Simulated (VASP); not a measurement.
Consider the following.

```
Mg
1.0
    1.59153    -2.70053     0.00000
    1.59153     2.70053     0.00000
    0.00000     0.00000     5.12082
Mg
2
Direct
  0.33333   0.66667   0.25000
  0.69185   0.35852   0.75000
```

All values below come from PBE GGA, VASP's PBE PAW potentials (set 64) (plane waves; VASP). Run with 400 eV cut-off, KSPACING 0.16 per Å, first-order Methfessel-Paxton smearing of 0.10 eV, potentials Mg.

Gaps are read on the run's mesh, which can miss a band edge.

**Question.** Estimate the energy per atom (σ→0), pressure, largest force, band gap (on the k-mesh) with the smallest direct gap where there is one.

**Answer.** 
- band gap (on the k-mesh): none (metal, semimetal or under 0.01 eV)
- energy per atom (σ→0): -1.501 eV/atom
- pressure: 1.55 GPa
- largest force: 0.00121 Ha/bohr

The compound is Mg in the hcp structure. The cell was not relaxed at this level, atoms are displaced from their ideal sites. The run is one of a series of settings (KGAMMA = .FALSE., KSPACING = 0.16, KPOINTS file removed against the base run), some of them coarse on purpose.
